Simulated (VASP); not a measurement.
All values below come from PBE GGA, VASP's PBE PAW potentials (set 64) (plane waves; VASP).

The input files of a VASP run:

### INCAR
```
ALGO=Normal
EDIFF=1E-7
ENCUT=520
GGA=PE
ISIF=2
ISMEAR=-5
ISPIN=2
LASPH=T
LCHARG=T
LEFG=T
LMAXMIX=4
LORBIT=11
LREAL=F
LWAVE=F
MAGMOM=-0.0 3*0.3
NEDOS=601
NELM=100
PREC=Accurate
SYSTEM=Ni3Al
```

### POSCAR
```
Ni3Al
1
    3.5670878516     0.0000000000    -0.0000000000
    0.0000000000     3.5670878516     0.0000000000
    0.0000000000     0.0000000000     3.5670878516
Al Ni
1 3
Direct
  0.0000000000   0.0000000000   0.0000000000
  0.0000000000   0.5000000000   0.5000000000
  0.5000000000   0.0000000000   0.5000000000
  0.5000000000   0.5000000000   0.0000000000
```

### KPOINTS
```
kpoints
0
G
  10 10 10
0 0 0
```

POTCAR, in this order: Al Ni (PBE.64 set). Program: vasp_std.

The run wrote:

OSZICAR:
```
       N       E                     dE             d eps       ncg     rms          rms(c)
DAV:   1     0.192448651735E+03    0.19245E+03   -0.14715E+04  4496   0.210E+03
DAV:   2    -0.152307871003E+02   -0.20768E+03   -0.20050E+03  4480   0.372E+02
DAV:   3    -0.258157692771E+02   -0.10585E+02   -0.97030E+01  4896   0.111E+02
DAV:   4    -0.260855839798E+02   -0.26981E+00   -0.26841E+00  5116   0.165E+01
DAV:   5    -0.260934847535E+02   -0.79008E-02   -0.78975E-02  5536   0.260E+00    0.194E+01
DAV:   6    -0.272081245342E+02   -0.11146E+01   -0.76663E+01  5072   0.142E+02    0.213E+01
DAV:   7    -0.219212407458E+02    0.52869E+01   -0.21707E+01  4952   0.761E+01    0.234E+00
DAV:   8    -0.219104556030E+02    0.10785E-01   -0.48906E-01  4796   0.601E+00    0.156E+00
DAV:   9    -0.218915908665E+02    0.18865E-01   -0.56223E-02  5844   0.339E+00    0.820E-01
DAV:  10    -0.218939347013E+02   -0.23438E-02   -0.29658E-03  5872   0.705E-01    0.558E-01
DAV:  11    -0.218951906949E+02   -0.12560E-02   -0.10712E-02  5608   0.162E+00    0.250E-01
DAV:  12    -0.218957548129E+02   -0.56412E-03   -0.12934E-03  5428   0.642E-01    0.788E-02
DAV:  13    -0.218957475532E+02    0.72597E-05   -0.78393E-05  5512   0.104E-01    0.373E-02
DAV:  14    -0.218957454990E+02    0.20542E-05   -0.78303E-06  5788   0.380E-02    0.128E-02
DAV:  15    -0.218957428780E+02    0.26210E-05   -0.20827E-06  5456   0.195E-02    0.554E-03
DAV:  16    -0.218957442769E+02   -0.13989E-05   -0.51372E-07  4952   0.113E-02    0.227E-03
DAV:  17    -0.218957441684E+02    0.10851E-06   -0.51640E-08  2536   0.277E-03    0.969E-04
DAV:  18    -0.218957438489E+02    0.31947E-06   -0.13691E-08  2416   0.204E-03    0.291E-04
DAV:  19    -0.218957438627E+02   -0.13793E-07   -0.27672E-09  2376   0.785E-04
   1 F= -.21895744E+02 E0= -.21895744E+02  d E =0.000000E+00  mag=     0.7114
```

### OUTCAR
```
------------------------ aborting loop because EDIFF is reached ----------------------------------------
  FORCE on cell =-STRESS in cart. coord.  units (eV):
  Direction    XX          YY          ZZ          XY          YZ          ZX
  --------------------------------------------------------------------------------------
  Total       -0.0196799     -0.0196799     -0.0196799      0.0000000      0.0000000      0.0000000
  in kB       -0.6946909     -0.6946909     -0.6946909      0.0000000      0.0000000      0.0000000
  external PRESSURE =      -0.6946909 kB  Pullay stress =       0.0000000 kB
  volume of cell :       45.39
      direct lattice vectors                 reciprocal lattice vectors
     3.567087852  0.000000000  0.000000000     0.280340727  0.000000000  0.000000000
     0.000000000  3.567087852  0.000000000     0.000000000  0.280340727  0.000000000
     0.000000000  0.000000000  3.567087852     0.000000000  0.000000000  0.280340727
 POSITION                                       TOTAL-FORCE (eV/Angst)
 -----------------------------------------------------------------------------------
      0.00000      0.00000      0.00000         0.000000      0.000000      0.000000
      0.00000      1.78354      1.78354         0.000000      0.000000      0.000000
      1.78354      0.00000      1.78354         0.000000      0.000000      0.000000
      1.78354      1.78354      0.00000         0.000000      0.000000      0.000000
 -----------------------------------------------------------------------------------
    total drift:                                0.000000      0.000000      0.000000
  FREE ENERGIE OF THE ION-ELECTRON SYSTEM (eV)
  ---------------------------------------------------
  free  energy   TOTEN  =       -21.8957438627 eV

  energy  without entropy=      -21.8957438627  energy(sigma->0) =      -21.89574386

 total charge

# of ion       s       p       d       tot
------------------------------------------
    1        0.408   0.389   0.000   0.798
    2        0.491   0.512   8.376   9.379
    3        0.491   0.512   8.376   9.379
    4        0.491   0.512   8.376   9.379
--------------------------------------------------
tot          1.880   1.926  25.127  28.934

 magnetization (x)

# of ion       s       p       d       tot
------------------------------------------
    1       -0.001  -0.009   0.000  -0.010
    2       -0.003  -0.011   0.271   0.256
    3       -0.003  -0.011   0.271   0.256
    4       -0.003  -0.011   0.271   0.256
--------------------------------------------------
tot         -0.011  -0.042   0.812   0.759

 Electric field gradients after diagonalization (V/A^2)
 (convention: |V_zz| > |V_xx| > |V_yy|)
----------------------------------------------------------------------
 ion       V_xx      V_yy      V_zz     asymmetry (V_yy - V_xx)/ V_zz
----------------------------------------------------------------------
   1       0.000     0.000    -0.000       0.084
   2       5.646     5.646   -11.292       0.000
   3       5.646     5.646   -11.292       0.000
   4       5.646     5.646   -11.292       0.000
```
(Selected blocks of OUTCAR.)

For a metal the tetrahedron method with Blöchl corrections gives inexact stress and forces.

The compound is Ni3Al in the L1_2 structure. It was relaxed first.
